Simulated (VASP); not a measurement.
# Hf2CdBSe4 (I-42m) in VASP: relaxation of cell and atoms with PBE

Aim: the relaxation of cell and atoms of Hf2CdBSe4 with PBE.

Program: VASP 6.6.1. These are calculated values, not measurements. Logs are shortened: lines on timing, memory, paths and dates and some standing lists are left out, and cuts for length are marked.

## 1. The structure

Symmetry: I-42m, No. 121, tetragonal system. Conventional cell: a = 5.796 Å, b = 5.796 Å, c = 11.146 Å, α = 90.00°, β = 90.00°, γ = 90.00°. Around B (site symmetry -42m) lie 4 Se at 2.40 Å. Around Hf (site symmetry -4) lie 4 Se at 2.43 Å. Se (site symmetry m) has 1 B at 2.40 Å and 2 Hf at 2.43 Å and 1 Cd at 2.67 Å as nearest neighbours. Around Cd (site symmetry -42m) lie 4 Se at 2.67 Å.

The cell was built by a generator and needn't be a form met in nature.

## 2. Relaxation of cell and atoms, PBE, target pressure 20 GPa, at which the enthalpy is minimised

Contents of INCAR:

```
SYSTEM = Hf2CdBSe4
  ALGO = Fast
  EDIFF = 1E-6
  EDIFFG = -0.01
  ENCUT = 600
  GGA = PE
  IBRION = 2
  ISIF = 3
  ISMEAR = 1
  LASPH = .True.
  LCHARG = .False.
  LREAL = .False.
  LWAVE = .False.
  NELM = 60
  NSW = 100
  PREC = Accurate
  PSTRESS = 200.0
  SIGMA = 0.0269
```

Contents of KPOINTS:

```
k-points
0
Gamma
  5 5 5
  0 0 0
```

Contents of POSCAR:

```
Hf2CdBSe4
1.0
    0.0000000000      5.7963100000      0.0000000000
    5.7963100000      0.0000000000      0.0000000000
    2.8981550000      2.8981550000     -5.5729060000
B Hf Se Cd
1 2 4 1
Direct
    0.5000000000      0.5000000000      0.0000000000
    0.2500000000      0.7500000000      0.5000000000
    0.7500000000      0.2500000000      0.5000000000
    0.4042000000      0.4042000000      0.7326000000
    0.5958000000      0.1368000000      0.2674000000
    0.8632000000      0.8632000000      0.7326000000
    0.1368000000      0.5958000000      0.2674000000
    0.0000000000      0.0000000000      0.0000000000
```

Potentials or basis: VASP PAW PBE potentials, release 64 (B, Hf_pv, Se, Cd).

Launch:

```console
$ cat potpaw_PBE.64/B/POTCAR potpaw_PBE.64/Hf_pv/POTCAR potpaw_PBE.64/Se/POTCAR potpaw_PBE.64/Cd/POTCAR > POTCAR
$ mpirun -np 1 vasp_std > vasp.out
```

OUTCAR:

```text
SYSTEM = Hf2CdBSe4
   EDIFF = 1E-6
   EDIFFG = -0.01
   ENCUT = 600
   GGA = PE
   IBRION = 2
   ISIF = 3
   ISMEAR = 1
   LASPH = .True.
   LREAL = .False.
   NELM = 60
   NSW = 100
   PREC = Accurate
   PSTRESS = 200.0

 ion  position               nearest neighbor table
   1  0.500  0.500  0.000-   4 2.40   5 2.40   6 2.40   7 2.40
   2  0.250  0.750  0.500-   4 2.43   5 2.43   6 2.43   7 2.43
   3  0.750  0.250  0.500-   4 2.43   5 2.43   6 2.43   7 2.43
   4  0.404  0.404  0.733-   1 2.40   2 2.43   3 2.43   8 2.67
   5  0.596  0.137  0.267-   1 2.40   2 2.43   3 2.43   8 2.67
   6  0.863  0.863  0.733-   1 2.40   2 2.43   3 2.43   8 2.67
   7  0.137  0.596  0.267-   1 2.40   2 2.43   3 2.43   8 2.67
   8  0.000  0.000  0.000-   4 2.67   5 2.67   7 2.67   6 2.67

  LATTYP: Found a body centered tetragonal cell.
 ALAT       =     5.7963100000
 C/A-ratio  =     1.9229150960

  Lattice vectors:

 A1 = (  -2.8981550000,   2.8981550000,   5.5729060000)
 A2 = (   2.8981550000,  -2.8981550000,   5.5729060000)
 A3 = (   2.8981550000,   2.8981550000,  -5.5729060000)

Analysis of symmetry for initial positions (statically):
=====================================================================
 Subroutine PRICEL returns:
 Original cell was already a primitive cell.

 Routine SETGRP: Setting up the symmetry group for a
 body centered tetragonal supercell.

 Subroutine GETGRP returns: Found  8 space group operations
 (whereof  8 operations were pure point group operations)
 out of a pool of 16 trial point group operations.

The static configuration has the point symmetry D_2d.

Analysis of symmetry for dynamics (positions and initial velocities):
=====================================================================
 Subroutine PRICEL returns:
 Original cell was already a primitive cell.

 Routine SETGRP: Setting up the symmetry group for a
 body centered tetragonal supercell.

 Subroutine GETGRP returns: Found  8 space group operations
 (whereof  8 operations were pure point group operations)
 out of a pool of 16 trial point group operations.

The dynamic configuration has the point symmetry D_2d.

 Subroutine INISYM returns: Found  8 space group operations
 (whereof  8 operations are pure point group operations),
 and found     1 'primitive' translations

----------------------------------------------------------------------------------------

                                     Primitive cell

  volume of cell :     187.2341

  direct lattice vectors                    reciprocal lattice vectors
     0.000000000  5.796310000  0.000000000     0.000000000  0.172523554  0.089719798
     5.796310000  0.000000000  0.000000000     0.172523554  0.000000000  0.089719798
[... 89 lines left out ...]
   NELM   =     60;   NELMIN=  2; NELMDL= -5     # of ELM steps
   EDIFF  = 0.1E-05   stopping-criterion for ELM
   LREAL  =      F    real-space projection
   EDIFFG = -.1E-01   stopping-criterion for IOM
   NSW    =    100    number of steps for IOM
   IBRION =      2    ionic relax: 0-MD 1-quasi-New 2-CG
   NFREE  =      1    steps in history (QN), initial steepest desc. (CG)
   ISIF   =      3    stress and relaxation
   ISYM   =      2    0-nonsym 1-usesym 2-fastsym
   POTIM  = 0.5000    time-step for ionic-motion
   TEBEG  =    0.0;   TEEND  =   0.0 temperature during run
   PSTRESS=  200.0 pullay stress
   NELECT =      59.0000    total number of electrons
   NUPDOWN=      -1.0000    fix difference up-down
   EMIN   =  10.00;   EMAX   =-10.00  energy-range for DOS
   EFERMI =   0.00;   METHOD = LEGACY
   ISMEAR =     1;   SIGMA  =   0.03  broadening in eV -4-tet -1-fermi 0-gaus
   EFERMI_NEDOS =   21; number of points for ismear=-14 and -15
   IALGO  =     68    algorithm
   IMIX   =      4    mixing-type and parameters
     AMIX     =   0.40;   BMIX     =  1.00
     AMIX_MAG =   1.60;   BMIX_MAG =  1.00
  volume/ion in A,a.u.               =      23.40       157.94
  Fermi-wavevector in a.u.,A,eV,Ry     =   1.114031  2.105213 16.885709  1.241065
  Thomas-Fermi vector in A             =   2.250622
   LORBIT       =      0    0 simple, 1 ext, 2 COOP (PROOUT), +10 PAW based schemes
   GGA     = PE    functional components
   LHFCALC =     F    Hartree Fock is set to
   AEXX    =    0.0000 exact exchange contribution
   IVDW    =     0    specifies the selected vdW correction
   LEPSILON=     F    determine dielectric tensor
   LRPA    =     F    only Hartree local field effects (RPA)
 conjugate gradient relaxation of ions
 non-spin polarized calculation
 RMM-DIIS sequential band-by-band and
 Methfessel and Paxton  Order N= 1 SIGMA  =   0.03
  energy-cutoff  :      600.00
  volume of cell :      187.23
 maximum number of plane-waves:      6286
 NGX is ok and might be reduce to    48
   NGX = 23   NGY = 23   NGZ = 27

--------------------------------------- Ionic step        1  -------------------------------------------

 number of electron      58.9999998 magnetization

 Free energy of the ion-electron system (eV)
  ---------------------------------------------------
  ext. energy  EPLUGINS =         0.00000000
  ---------------------------------------------------
  free energy    TOTEN  =       -40.45596781 eV

  energy without entropy =      -40.45592283  energy(sigma->0) =      -40.45595282

 E-fermi :   4.4392     XC(G=0):  -9.6284

 val. band max:        4.4255883419   @ k =  -0.2000   0.0000   0.2000
 cond. band min:       4.4393962635   @ k =   0.4000   0.0000  -0.0000
 fundamental gap:      0.0138079215
 Fermi energy:         4.4392389759

 k-point     1 :       0.0000    0.0000    0.0000
  band No.  band energies     occupation
      1     -27.2289      2.00000
      2     -27.2283      2.00000
      3     -27.2283      2.00000
      4     -27.2109      2.00000
      5     -27.1671      2.00000
      6     -27.1671      2.00000
[... 800 lines left out ...]
  energy  without entropy=      -38.1708547909  energy(sigma->0) =      -38.17162148

  enthalpy is  TOTEN    =       -18.6158825720 eV   P V=       19.5561222485

[... ionic steps 4 to 29 ...]

--------------------------------------- Ionic step       30  -------------------------------------------

 number of electron      58.9999998 magnetization

------------------------ aborting loop because EDIFF is reached ----------------------------------------
[... 83 lines left out ...]
--------------------------------------- Ionic step       32  -------------------------------------------

 number of electron      58.9999998 magnetization

 Free energy of the ion-electron system (eV)
  ---------------------------------------------------
  ext. energy  EPLUGINS =         0.00000000
  ---------------------------------------------------
  free energy    TOTEN  =       -40.83007765 eV

  energy without entropy =      -40.82932528  energy(sigma->0) =      -40.82982686

 E-fermi :   5.7989     XC(G=0): -10.7000

 val. band max:        5.7976732864   @ k =   0.4000   0.2000  -0.0000
 cond. band min:       5.8150676234   @ k =  -0.2000   0.0000   0.2000
 fundamental gap:      0.0173943370
 Fermi energy:         5.7988561946

 k-point     1 :       0.0000    0.0000    0.0000
  band No.  band energies     occupation
      1     -25.2799      2.00000
      2     -25.2799      2.00000
      3     -25.2770      2.00000
      4     -25.1985      2.00000
      5     -25.0646      2.00000
      6     -25.0646      2.00000
[... 712 lines left out ...]
  energy  without entropy=      -40.8293252807  energy(sigma->0) =      -40.82982686

  enthalpy is  TOTEN    =       -21.8481044632 eV   P V=       18.9819731892

 reached required accuracy - stopping structural energy minimisation
```

CONTCAR:

```text
Hf2CdBSe4
   1.00000000000000
     0.0000000000000000    4.8064655495563118   -0.0000000000000000
     4.8064655495563118    0.0000000000000000    0.0000000000000000
     2.4032327747781559    2.4032327747781559   -6.5821878827949192
  B               Hf              Se              Cd
     1     2     4     1
Direct
     0.5000000000000000    0.5000000000000000    0.0000000000000000
     0.2500000000000000    0.7500000000000000    0.5000000000000000
     0.7500000000000000    0.2500000000000000    0.5000000000000000
     0.3970767800694035    0.3970767800694035    0.7871169318617176
     0.6029232199305964    0.1841937119311209    0.2128830681382827
     0.8158062880688791    0.8158062880688791    0.7871169318617176
     0.1841937119311208    0.6029232199305964    0.2128830681382827
     0.0000000000000000    0.0000000000000000    0.0000000000000000

  0.00000000E+00  0.00000000E+00  0.00000000E+00
  0.00000000E+00  0.00000000E+00  0.00000000E+00
  0.00000000E+00  0.00000000E+00  0.00000000E+00
  0.00000000E+00  0.00000000E+00  0.00000000E+00
  0.00000000E+00  0.00000000E+00  0.00000000E+00
  0.00000000E+00  0.00000000E+00  0.00000000E+00
  0.00000000E+00  0.00000000E+00  0.00000000E+00
  0.00000000E+00  0.00000000E+00  0.00000000E+00
```

Run time: 37 min. Hardware: 1 thread of Intel Xeon 6975P-C (Granite Rapids), shared host; peak memory 0.47 GiB.

Results:

```
Free energy                                            : -40.8301 eV
Relaxed volume                                         : 19.01 Å³/atom
Relaxed cell                                           : a = 4.806 Å, b = 4.806 Å, c = 7.408 Å, α = 71.07°, β = 71.07°, γ = 90.00°
Space group after relaxing (to 0.05 Å)                 : I-42m (No. 121)
Energy change on relaxing (the enthalpy is what falls) : -46.8 meV/atom
Ionic steps                                            : 32
Pressure after relaxing                                : 20.0 GPa
Largest force after relaxing                           : 0.006 eV/Å
Band gap on the k mesh                                 : none (metal or under the smearing width)
```

Forces in eV/Å, atoms in the order of the input:
```
B    0.000  0.000  0.000
Hf   0.000  0.000  0.000
Hf   0.000  0.000  0.000
Se  -0.004 -0.004  0.003
Se  -0.004  0.004 -0.003
Se   0.004  0.004  0.003
Se   0.004 -0.004 -0.003
Cd   0.000  0.000  0.000
```

The path:
| step | energy change (eV) | largest force (eV/Å) | pressure (GPa) | volume (Å³) |
| --- | --- | --- | --- | --- |
| 1 | 0.0000 | 2.4015 | 10.67 | 187.23 |
| 2 | 2.8271 | 4.2588 | 33.37 | 152.68 |
| 3 | 2.2840 | 4.0691 | 29.39 | 156.66 |
| 4 | 1.7618 | 3.1262 | 30.64 | 151.73 |
| 5 | 2.0513 | 0.5720 | 35.82 | 145.40 |
| 6 | 1.8445 | 1.3033 | 34.21 | 146.83 |
| 7 | -0.1746 | 0.4152 | 20.24 | 158.22 |
| 8 | -0.2898 | 0.3672 | 19.41 | 159.11 |
| 9 | -0.3212 | 0.3553 | 19.18 | 159.37 |
| 10 | -0.3119 | 0.2272 | 19.35 | 159.10 |
| 11 | -0.2575 | 0.2454 | 20.01 | 158.27 |
| 12 | -0.0211 | 1.2749 | 21.46 | 156.48 |
| 13 | -0.1840 | 0.6173 | 20.58 | 157.56 |
| 14 | -0.2125 | 0.6314 | 20.40 | 157.61 |
| 15 | -0.2928 | 0.6595 | 19.98 | 157.71 |
| 16 | -0.4276 | 0.8150 | 19.19 | 157.69 |
| 17 | -0.4927 | 1.3791 | 18.24 | 156.81 |
| 18 | -0.4953 | 1.3454 | 18.26 | 156.38 |
| 19 | -0.4577 | 1.3836 | 18.36 | 154.94 |
| 20 | -0.0205 | 1.3688 | 19.30 | 151.37 |
| 21 | -0.3152 | 1.3703 | 18.69 | 153.32 |
| 22 | -0.2920 | 1.1046 | 19.46 | 152.48 |
| 23 | -0.0911 | 0.3276 | 22.15 | 149.99 |
| 24 | -0.3222 | 0.1690 | 20.35 | 151.67 |
| 25 | -0.3917 | 0.1374 | 19.78 | 152.22 |
| 26 | -0.3861 | 0.1394 | 19.81 | 152.18 |
| 27 | -0.3747 | 0.0831 | 19.93 | 152.07 |
| 28 | -0.3573 | 0.0097 | 20.08 | 151.93 |
| 29 | -0.3691 | 0.0069 | 19.99 | 152.02 |
| 30 | -0.3767 | 0.0081 | 19.93 | 152.08 |
| 31 | -0.3761 | 0.0075 | 19.96 | 152.08 |
| 32 | -0.3741 | 0.0064 | 20.02 | 152.06 |

Final structure:
```xyz
8
Lattice="0.0000 4.8065 0.0000 4.8065 0.0000 0.0000 2.4032 2.4032 -6.5822" Properties=species:S:1:pos:R:3 pbc="T T T"
B     2.4032    2.4032    0.0000
Hf    4.8065    2.4032   -3.2911
Hf    2.4032    4.8065   -3.2911
Se    3.8002    3.8002   -5.1810
Se    1.3969    3.4095   -1.4012
Se    5.8128    5.8128   -5.1810
Se    3.4095    1.3969   -1.4012
Cd    0.0000    0.0000    0.0000
```

Levels at points of the mesh, in eV from the Fermi level:
| k point | band 26 | band 27 | band 28 | band 29 | band 30 | band 31 | band 32 | band 33 | band 34 | band 35 |
| --- | --- | --- | --- | --- | --- | --- | --- | --- | --- | --- |
| (0.00, 0.00, 0.00) | -2.16 | -2.16 | -1.80 | -1.01 | -0.08 | 0.38 | 0.38 | 1.85 | 2.12 | 3.54 |

Caveat: the cell is relaxed towards a set pressure, so the enthalpy falls and the energy may rise; the volume moved by over 15 % at a fixed basis, so the end points are rough. Spin-orbit coupling is left out, which matters for the levels of Hf.
